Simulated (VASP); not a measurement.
These are PBE GGA, VASP's PBE PAW potentials (set 64) (plane waves; VASP) values and carry that method's errors.

The input files of a VASP run:

POSCAR:
```
Ca
1
    0.0000000000     2.7347182779     2.7347182779
    2.7347182779     0.0000000000     2.7347182779
    2.7347182779     2.7347182779     0.0000000000
Ca
1
Direct
  0.0000000000   0.0000000000   0.0000000000
```

File KPOINTS:
```
Automatic
0
Gamma
11 11 11
0 0 0
```

INCAR:
```
SYSTEM = Ca
PREC = Accurate
ENCUT = 520
EDIFF = 1E-7
NELM = 100
ALGO = Normal
LREAL = .FALSE.
LASPH = .TRUE.
ISMEAR = 1
SIGMA = 0.1
GGA = PE
LWAVE = .FALSE.
LCHARG = .FALSE.
ISIF = 2
```

POTCAR, in this order: Ca_sv (PBE.64 set). Program: vasp_std.

What VASP printed:

OSZICAR:
```
       N       E                     dE             d eps       ncg     rms          rms(c)
DAV:   1     0.632520797664E+02    0.63252E+02   -0.51623E+03  1008   0.102E+03
DAV:   2    -0.487668589878E+00   -0.63740E+02   -0.63503E+02  1043   0.230E+02
DAV:   3    -0.189037089865E+01   -0.14027E+01   -0.13864E+01  1576   0.353E+01
DAV:   4    -0.193856224380E+01   -0.48191E-01   -0.48158E-01  1498   0.533E+00
DAV:   5    -0.193991311620E+01   -0.13509E-02   -0.13500E-02  1632   0.528E-01    0.217E+00
DAV:   6    -0.193071868807E+01    0.91944E-02   -0.12625E-02  1304   0.140E+00    0.133E+00
DAV:   7    -0.192791364149E+01    0.28050E-02   -0.17611E-02  1281   0.183E+00    0.104E-01
DAV:   8    -0.192746912923E+01    0.44451E-03   -0.22124E-03  1216   0.501E-01    0.203E-02
DAV:   9    -0.192747958960E+01   -0.10460E-04   -0.10979E-04  1506   0.875E-02    0.488E-03
DAV:  10    -0.192748015729E+01   -0.56768E-06   -0.71250E-06  1374   0.286E-02    0.813E-04
DAV:  11    -0.192747972517E+01    0.43211E-06   -0.28192E-07  1645   0.516E-03    0.290E-04
DAV:  12    -0.192747961232E+01    0.11285E-06   -0.11789E-08   694   0.813E-04    0.136E-04
DAV:  13    -0.192747965278E+01   -0.40458E-07   -0.64021E-09   666   0.529E-04
   1 F= -.19274797E+01 E0= -.19273233E+01  d E =-.469158E-03
```

### OUTCAR
```
------------------------ aborting loop because EDIFF is reached ----------------------------------------
  FORCE on cell =-STRESS in cart. coord.  units (eV):
  Direction    XX          YY          ZZ          XY          YZ          ZX
  --------------------------------------------------------------------------------------
  Total        0.1438506      0.1438506      0.1438506      0.0000000      0.0000000      0.0000000
  in kB        5.6344876      5.6344876      5.6344876      0.0000000      0.0000000      0.0000000
  external PRESSURE =       5.6344876 kB  Pullay stress =       0.0000000 kB
  volume of cell :       40.90
      direct lattice vectors                 reciprocal lattice vectors
     0.000000000  2.734718278  2.734718278    -0.182834190  0.182834190  0.182834190
     2.734718278  0.000000000  2.734718278     0.182834190 -0.182834190  0.182834190
     2.734718278  2.734718278  0.000000000     0.182834190  0.182834190 -0.182834190
 POSITION                                       TOTAL-FORCE (eV/Angst)
 -----------------------------------------------------------------------------------
      0.00000      0.00000      0.00000         0.000000      0.000000      0.000000
 -----------------------------------------------------------------------------------
    total drift:                               -0.000000     -0.000000      0.000000
  FREE ENERGIE OF THE ION-ELECTRON SYSTEM (eV)
  ---------------------------------------------------
  free  energy   TOTEN  =        -1.9274796528 eV

  energy  without entropy=       -1.9270104951  energy(sigma->0) =       -1.92732327
```
(Selected blocks of OUTCAR.)

The compound is Ca in the fcc structure. This cell is one point of a volume scan, at 0.97 of the reference volume.
